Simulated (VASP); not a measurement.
Here is the system:

```
CELL_PARAMETERS angstrom
      3.97210     0.00000     0.00000
      0.00000     3.97210     0.00000
      0.00000     0.00000     3.97210
ATOMIC_POSITIONS crystal
  Ba 0.00000 0.00000 0.00000
  Li 0.50000 0.50000 0.50000
  F  0.00000 0.50000 0.50000
  F  0.50000 0.00000 0.50000
  F  0.50000 0.50000 0.00000
```

Calculation: PBEsol GGA, VASP's PBE PAW potentials (set 64) (plane waves; VASP). Settings: 520 eV cut-off, 7×7×7 Γ-centred mesh, Gaussian smearing of 0.010 eV, potentials Ba_sv Li_sv F.

Unless said otherwise, spin-orbit coupling is left out, though it shifts the bands of the heavy elements here.

Estimate the energy per atom (σ→0), band gap (on the k-mesh) with the smallest direct gap where there is one.

```
Property                                              Value
-----------------------------------  ----------------------
band gap (on the k-mesh)                            6.52 eV
smallest direct gap (on the k-mesh)                 6.52 eV
energy per atom (σ→0)                -530.8 kJ/mol of atoms
```

The structure comes from a computed database's BaLiF3 entry (Pm-3m); how it stands against other phases isn't given here. It was relaxed first.
